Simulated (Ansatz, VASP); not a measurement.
# Si2Mo in two plane-wave programs, part 2 of 2

One calculation is typed for both programs; each brings its own data sets. How far apart do they land? The cell is taken from a series of runs on this material, whose earlier steps may have relaxed, scaled, displaced or heated it; both programs get it as it stands.

VASP 6.6.1 and Ansatz 0.2.0.

So far: Set-up; Ansatz: zone-centre phonons, PBEsol.

**3. VASP: zone-centre phonons, PBEsol**

Level of this step: PBEsol; plane waves and PAW (Si, Mo_sv) (VASP).

The same cell, functional, mesh and smearing now go to VASP, with its own data sets.

Lines of VASP's logs that name or quote its potential files are left out, and so is its time.

The input, INCAR:

```
SYSTEM = Si2Mo
PREC = Accurate
ENCUT = 500
EDIFF = 1E-08
NELM = 120
ISMEAR = 1
SIGMA = 0.2
LREAL = .FALSE.
ALGO = Normal
GGA = PS
NBANDS = 17
LASPH = .TRUE.
LORBIT = 11
LWAVE = .FALSE.
LCHARG = .FALSE.
ISIF = 2
IBRION = 8
GGA_COMPAT = .FALSE.
KPAR = 2
```

The input, POSCAR:

```
Si2Mo
1.0
   -1.5896857727      1.5896857727      3.9884902955
    1.5896857727     -1.5896857727      3.9884902955
    1.5896857727      1.5896857727     -3.9884902955
Si Mo
2 1
Direct
    0.3355870666      0.3355870666      0.0000000000
    0.6644129334      0.6644129334      0.0000000000
    0.0000000000      0.0000000000      0.0000000000
```

The input, KPOINTS:

```
Automatic mesh
0
Gamma
20 20 20
0 0 0
```

PAW data sets: Si and Mo_sv (PBE family, release 64).

Launch:

```sh
mpirun -np 2 vasp_std
```

Numbers of over 12 decimals in the logs are rounded to 6 here.

The program printed:

```text
[banner, memory and clock lines left out]
running    2 mpi-ranks, on    1 nodes
 distrk:  each k-point on    1 cores,    2 groups
 distr:  one band on    1 cores,    1 groups

 POSCAR found type information on POSCAR SiMo
 POSCAR found :  2 types and       3 ions
|                                                                             |
|               ----> ADVICE to this user running VASP <----                  |
|                                                                             |
|     You enforced a specific xc type in the INCAR file but a different       |
|     [... a line on the potential file left out ...]
|     I HOPE YOU KNOW WHAT YOU ARE DOING!                                     |
|                                                                             |

 LDA part: xc-table for (Slater+PW92), standard interpolation
 POSCAR, INCAR and KPOINTS ok, starting setup
 FFT: planning ... GRIDC
 FFT: planning ... GRID_SOFT
 FFT: planning ... GRID
 WAVECAR not read
 entering main loop
       N       E                     dE             d eps       ncg     rms          rms(c)
DAV:   1     0.115517676395E+03    0.11552E+03   -0.11132E+04 21866   0.119E+03
DAV:   2    -0.232933120967E+02   -0.13881E+03   -0.13640E+03 27268   0.304E+02
DAV:   3    -0.260088810085E+02   -0.27156E+01   -0.26897E+01 26973   0.385E+01
DAV:   4    -0.260230008066E+02   -0.14120E-01   -0.14104E-01 27032   0.312E+00
DAV:   5    -0.260230974703E+02   -0.96664E-04   -0.96654E-04 27255   0.256E-01    0.224E+01
DAV:   6    -0.252424176966E+02    0.78068E+00   -0.63701E+00 23351   0.165E+01    0.485E+00
DAV:   7    -0.251015021761E+02    0.14092E+00   -0.10322E+00 22928   0.607E+00    0.463E+00
DAV:   8    -0.250589163633E+02    0.42586E-01   -0.12541E-01 23673   0.261E+00    0.484E-01
DAV:   9    -0.250576704588E+02    0.12459E-02   -0.25319E-03 27621   0.394E-01    0.243E-01
DAV:  10    -0.250575502745E+02    0.12018E-03   -0.67487E-04 24348   0.221E-01    0.637E-02
DAV:  11    -0.250575377815E+02    0.12493E-04   -0.21285E-04 23672   0.108E-01    0.425E-02
DAV:  12    -0.250575336404E+02    0.41412E-05   -0.25819E-05 23300   0.368E-02    0.892E-03
DAV:  13    -0.250575333460E+02    0.29438E-06   -0.55787E-07 25030   0.652E-03    0.214E-03
DAV:  14    -0.250575332122E+02    0.13378E-06   -0.63559E-08 24417   0.149E-03    0.891E-04
DAV:  15    -0.250575331849E+02    0.27351E-07   -0.21166E-09 11964   0.348E-04    0.843E-04
DAV:  16    -0.250575331944E+02   -0.95288E-08   -0.26835E-10 11600   0.118E-04
   1 F= -.25057533E+02 E0= -.25057888E+02  d E =0.106310E-02
 Linear response reoptimize wavefunctions to high precision
DAV:   1    -0.250575331945E+02   -0.68212E-10   -0.25355E-11 11829   0.421E-05
 Linear response DOF=           4
 Linear response progress:
  Degree of freedom:   1/  4
       N       E                     dE             d eps       ncg     rms          rms(c)
RMM:   1    -0.202179950242E-01   -0.20218E-01   -0.13680E-02177521   0.872E-01
RMM:   2    -0.160807029438E-01    0.41373E-02   -0.13034E-03114771   0.222E-01    0.869E-02
RMM:   3    -0.161563818565E-01   -0.75679E-04   -0.15196E-04114864   0.618E-02    0.468E-02
RMM:   4    -0.163028183246E-01   -0.14644E-03   -0.92088E-05118814   0.461E-02    0.971E-03
RMM:   5    -0.162886451424E-01    0.14173E-04   -0.98248E-07121568   0.119E-02    0.169E-03
RMM:   6    -0.162910390771E-01   -0.23939E-05   -0.32694E-07123224   0.242E-03    0.618E-04
RMM:   7    -0.162893597786E-01    0.16793E-05    0.97184E-09127986   0.723E-04    0.143E-04
RMM:   8    -0.162899237906E-01   -0.56401E-06   -0.10748E-08128483   0.185E-04    0.467E-05
RMM:   9    -0.162899926819E-01   -0.68891E-07    0.99875E-09127352   0.574E-05    0.185E-05
RMM:  10    -0.162899955362E-01   -0.28543E-08    0.73314E-09127800   0.343E-05    0.489E-06
 first order change of Fermi-energy   0.19552E-04
 force on displaced ion       1 direction 1 :  -8.095  -0.000   0.000
 Linear response progress:
  Degree of freedom:   2/  4
       N       E                     dE             d eps       ncg     rms          rms(c)
RMM:   1    -0.293739676797E-01   -0.29374E-01   -0.45831E-03 53482   0.109E+00
RMM:   2    -0.225180931522E-01    0.68559E-02   -0.23164E-03 36367   0.289E-01    0.145E-01
RMM:   3    -0.225099082091E-01    0.81849E-05   -0.65448E-04 33752   0.127E-01    0.120E-01
RMM:   4    -0.225434314904E-01   -0.33523E-04   -0.97040E-05 34603   0.625E-02    0.468E-02
RMM:   5    -0.225996071777E-01   -0.56176E-04   -0.17540E-05 37861   0.239E-02    0.160E-02
RMM:   6    -0.226023743778E-01   -0.27672E-05   -0.19311E-06 36725   0.766E-03    0.269E-03
RMM:   7    -0.226007471676E-01    0.16272E-05    0.44901E-08 37959   0.209E-03    0.621E-04
RMM:   8    -0.226002948123E-01    0.45236E-06   -0.13292E-08 36657   0.814E-04    0.331E-04
RMM:   9    -0.226006827971E-01   -0.38798E-06   -0.14391E-08 36994   0.337E-04    0.434E-05
RMM:  10    -0.226007752913E-01   -0.92494E-07    0.15924E-08 41098   0.110E-04    0.196E-05
RMM:  11    -0.226007901875E-01   -0.14896E-07    0.75974E-09 38255   0.366E-05    0.336E-06
RMM:  12    -0.226007864345E-01    0.37529E-08    0.81932E-09 41049   0.213E-05    0.191E-06
 first order change of Fermi-energy  -0.68617E-01
 force on displaced ion       1 direction 3 :   0.000   0.000 -11.624
 Linear response progress:
  Degree of freedom:   3/  4
       N       E                     dE             d eps       ncg     rms          rms(c)
RMM:   1    -0.780301431915E+00   -0.78030E+00    0.42570E+00 42981   0.219E+01
RMM:   2    -0.582523713773E+00    0.19778E+00   -0.28623E-01 60536   0.368E+00    0.162E-01
RMM:   3    -0.582060014360E+00    0.46370E-03   -0.46239E-03 77784   0.487E-01    0.890E-02
RMM:   4    -0.581081513778E+00    0.97850E-03   -0.41219E-04 84007   0.150E-01    0.255E-02
RMM:   5    -0.580945883063E+00    0.13563E-03   -0.45791E-05 90817   0.411E-02    0.935E-03
RMM:   6    -0.580960712416E+00   -0.14829E-04   -0.61331E-06 81040   0.136E-02    0.124E-03
RMM:   7    -0.580962095226E+00   -0.13828E-05   -0.13882E-06 92002   0.469E-03    0.608E-04
RMM:   8    -0.580964860955E+00   -0.27657E-05   -0.33751E-07 86396   0.163E-03    0.280E-04
RMM:   9    -0.580968829117E+00   -0.39682E-05   -0.50432E-08 85488   0.869E-04    0.377E-05
RMM:  10    -0.580969049247E+00   -0.22013E-06   -0.43429E-08 90098   0.417E-04    0.181E-05
RMM:  11    -0.580969422395E+00   -0.37315E-06    0.10912E-08 88284   0.241E-04    0.694E-06
RMM:  12    -0.580969539829E+00   -0.11743E-06   -0.15308E-08 91999   0.143E-04    0.217E-06
RMM:  13    -0.580969488002E+00    0.51827E-07    0.55430E-09 84756   0.981E-05    0.223E-06
RMM:  14    -0.580969469099E+00    0.18903E-07   -0.10033E-08 87025   0.768E-05    0.369E-06
RMM:  15    -0.580969509473E+00   -0.40374E-07   -0.39814E-09 81709   0.677E-05    0.253E-06
RMM:  16    -0.580969548658E+00   -0.39184E-07   -0.36202E-09 85806   0.626E-05    0.127E-06
RMM:  17    -0.580969557169E+00   -0.85109E-08   -0.11141E-08 80206   0.578E-05    0.104E-06
 first order change of Fermi-energy  -0.10131E-02
 force on displaced ion       3 direction 1 : -10.037   0.000   0.000
 Linear response progress:
  Degree of freedom:   4/  4
       N       E                     dE             d eps       ncg     rms          rms(c)
RMM:   1    -0.825278930648E+00   -0.82528E+00    0.45973E+00 23320   0.223E+01
RMM:   2    -0.629028440195E+00    0.19625E+00   -0.29630E-01 33245   0.372E+00    0.170E-01
RMM:   3    -0.628150932672E+00    0.87751E-03   -0.45148E-03 41030   0.494E-01    0.873E-02
RMM:   4    -0.626949630286E+00    0.12013E-02   -0.58924E-04 43288   0.168E-01    0.267E-02
RMM:   5    -0.626747989327E+00    0.20164E-03   -0.66949E-05 48817   0.460E-02    0.138E-02
RMM:   6    -0.626635043288E+00    0.11295E-03   -0.84226E-06 49179   0.159E-02    0.379E-03
RMM:   7    -0.626650370300E+00   -0.15327E-04   -0.15331E-06 44672   0.661E-03    0.636E-04
RMM:   8    -0.626652618842E+00   -0.22485E-05   -0.22760E-07 50844   0.224E-03    0.392E-04
RMM:   9    -0.626654192416E+00   -0.15736E-05   -0.13671E-07 48965   0.811E-04    0.241E-04
RMM:  10    -0.626656536168E+00   -0.23438E-05   -0.60434E-08 46717   0.512E-04    0.265E-05
RMM:  11    -0.626656282638E+00    0.25353E-06   -0.23899E-08 49498   0.245E-04    0.132E-05
RMM:  12    -0.626656233862E+00    0.48777E-07   -0.22419E-08 49721   0.147E-04    0.400E-06
RMM:  13    -0.626656290037E+00   -0.56175E-07   -0.27019E-08 49028   0.106E-04    0.217E-06
RMM:  14    -0.626656348076E+00   -0.58039E-07   -0.19026E-08 47960   0.867E-05    0.736E-07
RMM:  15    -0.626656374112E+00   -0.26036E-07   -0.24839E-08 49838   0.753E-05    0.545E-07
RMM:  16    -0.626656363205E+00    0.10907E-07   -0.13729E-08 39856   0.689E-05    0.162E-07
RMM:  17    -0.626656364106E+00   -0.90124E-09   -0.16286E-08 31991   0.657E-05    0.141E-07
 first order change of Fermi-energy   0.55520E-03
 force on displaced ion       3 direction 3 :   0.000   0.000 -11.471
 Linear response finished
```

From OUTCAR (step 3):

```text
ion  position               nearest neighbor table
   1  0.336  0.336  0.000-   3 2.60   3 2.60   3 2.60   3 2.60   2 2.62   2 2.63   2 2.63   2 2.63
                             2 2.63   3 2.68
   2  0.664  0.664  0.000-   3 2.60   3 2.60   3 2.60   3 2.60   1 2.62   1 2.63   1 2.63   1 2.63
                             1 2.63   3 2.68
   3  0.000  0.000  0.000-   2 2.60   2 2.60   2 2.60   1 2.60   2 2.60   1 2.60   1 2.60   1 2.60
                             1 2.68   2 2.68

  LATTYP: Found a body centered tetragonal cell.
 ALAT       =     3.1793715454
 C/A-ratio  =     2.5089803054

 Subroutine GETGRP returns: Found 16 space group operations
 (whereof 16 operations were pure point group operations)

The static configuration has the point symmetry D_4h.

 Found    641 irreducible k-points:

   k-points           NKPTS =    641   k-points in BZ     NKDIM =    641   number of bands    NBANDS=     17

   dimension x,y,z NGX =    36 NGY =   36 NGZ =   36
   dimension x,y,z NGXF=    72 NGYF=   72 NGZF=   72

   ENCUT  =  500.0 eV  36.75 Ry    6.06 a.u.   8.35  8.35  8.35*2*pi/ulx,y,z

   NELECT =      22.0000    total number of electrons

 k-points in reciprocal lattice and weights: Automatic mesh
   0.00000000  0.00000000  0.00000000       0.000
   0.05000000 -0.00000000  0.00000000       0.001
   0.10000000  0.00000000  0.00000000       0.001
   0.15000000 -0.00000000  0.00000000       0.001
   0.20000000  0.00000000  0.00000000       0.001
   0.25000000  0.00000000  0.00000000       0.001
   0.30000000 -0.00000000  0.00000000       0.001
   0.35000000 -0.00000000  0.00000000       0.001
   0.40000000  0.00000000  0.00000000       0.001
[...]
-0.45000000 -0.45000000  0.45000000       0.000
   0.50000000  0.50000000  0.50000000       0.000

 average (electrostatic) potential at core
       1 -77.2621       2 -77.2621       3 -68.9786

  Total        0.0856614      0.0856614     -2.1841208      0.0000000     -0.0000000      0.0000000
  in kB        3.4041203      3.4041203    -86.7952838      0.0000000     -0.0000000      0.0000000
  external PRESSURE =     -26.6623478 kB  Pullay stress =       0.0000000 kB

  energy-cutoff  :      500.00
  volume of cell :       40.32
      direct lattice vectors                 reciprocal lattice vectors
    -1.589685773  1.589685773  3.988490296     0.000000000  0.314527568  0.125360716
     1.589685773 -1.589685773  3.988490296     0.314527568  0.000000000  0.125360716
     1.589685773  1.589685773 -3.988490296     0.314527568  0.314527568  0.000000000

 POSITION                                       TOTAL-FORCE (eV/Angst)
 -----------------------------------------------------------------------------------
      0.00000      0.00000      2.67697        -0.000000     -0.000000     -0.006132
      0.00000      0.00000      5.30001         0.000000      0.000000      0.006132
      0.00000      0.00000      0.00000         0.000000      0.000000      0.000000
 -----------------------------------------------------------------------------------
    total drift:                                0.000000     -0.000000      0.000000

 Eigenvectors and eigenvalues of the dynamical matrix
 ----------------------------------------------------

   1 f  =   12.345804 THz    77.570977 2PiTHz  411.811708 cm-1    51.058121 meV
             X         Y         Z           dx          dy          dz
      0.000000  0.000000  2.676972     0.000000   -0.000000    0.707107
      0.000000  0.000000  5.300009    -0.000000    0.000000   -0.707107
      0.000000  0.000000  0.000000    -0.000000    0.000000    0.000000

   2 f  =    9.861090 THz    61.959055 2PiTHz  328.930552 cm-1    40.782172 meV
             X         Y         Z           dx          dy          dz
      0.000000  0.000000  2.676972    -0.704915    0.055632    0.000000
      0.000000  0.000000  5.300009     0.704915   -0.055632   -0.000000
      0.000000  0.000000  0.000000     0.000000   -0.000000    0.000000

   3 f  =    9.861090 THz    61.959055 2PiTHz  328.930552 cm-1    40.782172 meV
             X         Y         Z           dx          dy          dz
      0.000000  0.000000  2.676972     0.055632    0.704915    0.000000
      0.000000  0.000000  5.300009    -0.055632   -0.704915   -0.000000
      0.000000  0.000000  0.000000    -0.000000   -0.000000    0.000000

   4 f  =    8.894103 THz    55.883296 2PiTHz  296.675335 cm-1    36.783037 meV
             X         Y         Z           dx          dy          dz
      0.000000  0.000000  2.676972     0.000000   -0.000000    0.561515
      0.000000  0.000000  5.300009     0.000000   -0.000000    0.561515
      0.000000  0.000000  0.000000     0.000000   -0.000000   -0.607785

   5 f  =    8.319008 THz    52.269869 2PiTHz  277.492240 cm-1    34.404637 meV
             X         Y         Z           dx          dy          dz
      0.000000  0.000000  2.676972    -0.000000   -0.561499   -0.000000
      0.000000  0.000000  5.300009    -0.000000   -0.561499   -0.000000
      0.000000  0.000000  0.000000     0.000000    0.607814    0.000000

   6 f  =    8.319008 THz    52.269869 2PiTHz  277.492240 cm-1    34.404637 meV
             X         Y         Z           dx          dy          dz
      0.000000  0.000000  2.676972     0.561499   -0.000000   -0.000000
      0.000000  0.000000  5.300009     0.561499    0.000000    0.000000
      0.000000  0.000000  0.000000    -0.607814   -0.000000    0.000000

   7 f/i=    0.001204 THz     0.007563 2PiTHz    0.040152 cm-1     0.004978 meV
             X         Y         Z           dx          dy          dz
      0.000000  0.000000  2.676972    -0.000000   -0.000000    0.429769
      0.000000  0.000000  5.300009    -0.000000   -0.000000    0.429769
      0.000000  0.000000  0.000000    -0.000000   -0.000000    0.794101

   8 f/i=    0.001425 THz     0.008954 2PiTHz    0.047533 cm-1     0.005893 meV
             X         Y         Z           dx          dy          dz
      0.000000  0.000000  2.676972    -0.312895   -0.294644   -0.000000
      0.000000  0.000000  5.300009    -0.312895   -0.294644   -0.000000
      0.000000  0.000000  0.000000    -0.578106   -0.544386   -0.000000

   9 f/i=    0.001425 THz     0.008954 2PiTHz    0.047533 cm-1     0.005893 meV
             X         Y         Z           dx          dy          dz
      0.000000  0.000000  2.676972     0.294644   -0.312895   -0.000000
      0.000000  0.000000  5.300009     0.294644   -0.312895   -0.000000
      0.000000  0.000000  0.000000     0.544386   -0.578106   -0.000000

 ELASTIC MODULI CONTR FROM IONIC RELAXATION (kBar)
 Direction    XX          YY          ZZ          XY          YZ          ZX
 --------------------------------------------------------------------------------
 XX         -16.4377    -16.4377    -40.5794      0.0000     -0.0000     -0.0000
 YY         -16.4377    -16.4377    -40.5794      0.0000     -0.0000     -0.0000
 ZZ         -40.5794    -40.5794   -100.1776      0.0000     -0.0000     -0.0000
 XY           0.0000      0.0000      0.0000      0.0000      0.0000      0.0000
 YZ          -0.0000     -0.0000     -0.0000      0.0000    -31.4599      0.0000
 ZX          -0.0000     -0.0000     -0.0000      0.0000      0.0000    -12.0047
 --------------------------------------------------------------------------------
```

**4. Comparison**

Known differences besides the potentials themselves: the cutoff is 420 eV in Ansatz and 500 eV in VASP; Ansatz makes its cores anew for this functional, VASP keeps those of its PBE data sets. Total energies have different zeros and are not compared.

Both answers:

```csv
quantity,Ansatz,VASP,difference
optical mode 1 to 2 (cm⁻¹),276.2,277.5,-0.45 %
optical mode 3 (cm⁻¹),295.4,296.7,-0.43 %
optical mode 4 to 5 (cm⁻¹),328.1,328.9,-0.25 %
optical mode 6 (cm⁻¹),411.2,411.8,-0.14 %
```

Modes are paired by rising frequency, not by their patterns, so a pair may set unlike modes beside each other; they are those without the splitting of longitudinal modes.

**5. Results**

```yaml
r_m_s_difference_of_the_optical_zone_centre_modes_each_program_s_sorted_by_frequency_zone_centre_phonons_pbesol: 1.0 cm⁻¹
```

**Reading.** The r.m.s. difference of the optical zone-centre modes, each program's sorted by frequency is 1.0 cm⁻¹ (zone-centre phonons, PBEsol). How closely two codes agree says nothing of how well the functional describes the real material.

[Lines on the potential files, build, host, timing and source positions are cut from VASP's logs without a mark.]

[Logs are printed without paths, hosts, clocks, repeated set-up lines and the standing remarks that a program may print on its own settings, such as how far it seeks lower states.]

[Hosts, paths, dates, database ids (printed as entryN), source tags and the programs' standing remarks are cut or masked in the printed files.]
